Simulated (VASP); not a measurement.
## SiSn (relaxed from the PtS structure, space group P4_2/mmc): computed properties

Computed with PBEsol GGA, VASP's PBE PAW potentials (set 64) (plane waves; VASP 6.6.1).

space group: P4_2/mmc (131)
cell: a = b = 3.836 Å, c = 7.171 Å, α = β = γ = 90.00°
volume per atom: 26.38 Å^3/atom
band gap (over mesh and band path): none (metal, semimetal or under 0.01 eV)
density: 4.62 g/cm³

SnSi is modelled in the tetragonal space group P4₂/mmc (No. 131), Pearson symbol tP4. Conventional cell: a = 3.8358 Å, b = 3.8358 Å, c = 7.1713 Å, α = 90.00°, β = 90.00°, γ = 90.00°. Sn on 2c sees 4 Si at 2.625 Å (square planar). Si on 2e is coordinated by 4 Sn at 2.625 Å. (Neighbours: up to the widest gap in distance over summed covalent radii, below 1.35, at either atom; cation-cation and far metal-metal contacts left out.)

Unless said otherwise, spin-orbit coupling is left out, though it shifts the bands of the heavy elements here.

The structure was generated: SiSn was put into the PtS type (P4_2/mmc), which need not be its known phase. It was relaxed first. Symmetry was kept, so distortions that lower it aren't found.
